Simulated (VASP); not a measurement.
**WS2: band structure with LDA**

The system is WS2, a slab with vacuum.

```xyz
3
Lattice="3.1595 0.0000 0.0000 -1.5798 2.7362 0.0000 0.0000 0.0000 21.1250" Properties=species:S:1:pos:R:3 pbc="T T T"
S     0.0000    1.8241    8.9864
S     0.0000    1.8241   12.1386
W     1.5798    0.9121   10.5625
```

- Program: VASP 6.6.1
- Task: band structure
- Functional: LDA
- Potentials or basis: VASP PAW LDA potentials, release 64 (S, W_sv)
- Cutoff: 520 eV
- k mesh: 12 × 12 × 1
- Occupations: gaussian, width 0.03 eV
- Spin: no spin polarisation
- Dipole correction: yes
- Further INCAR settings: ALGO = Fast; EDIFF = 1e-06; NBANDS = 20

```
Largest force                          : 0.517 eV/Å
Band gap on the k mesh                 : 1.91 eV, direct
Band gap along the path                : 1.91 eV, direct
Ionisation potential of the upper face : 5.93 eV
```

Forces in eV/Å, atoms in the order of the input:
```
S    0.000  0.000  0.517
S    0.000  0.000 -0.517
W    0.000  0.000  0.000
```

Levels at points of the mesh, in eV from the valence-band top:
| k point | band 11 | band 12 | band 13 | band 14 | band 15 | band 16 |
| --- | --- | --- | --- | --- | --- | --- |
| (0.00, 0.00, 0.00) | -1.54 | -1.54 | -0.14 | 2.94 | 2.94 | 3.10 |
| (0.50, 0.00, 0.00) | -2.15 | -1.15 | -0.91 | 2.93 | 3.34 | 4.02 |

Wall time 59 s on 2 MPI ranks on Intel(R) Xeon(R) 6975P-C (Granite Rapids), on a shared host, peak memory 0.28 GiB a rank.

Caveat: spin-orbit coupling is left out, which moves the levels of the heavy elements.
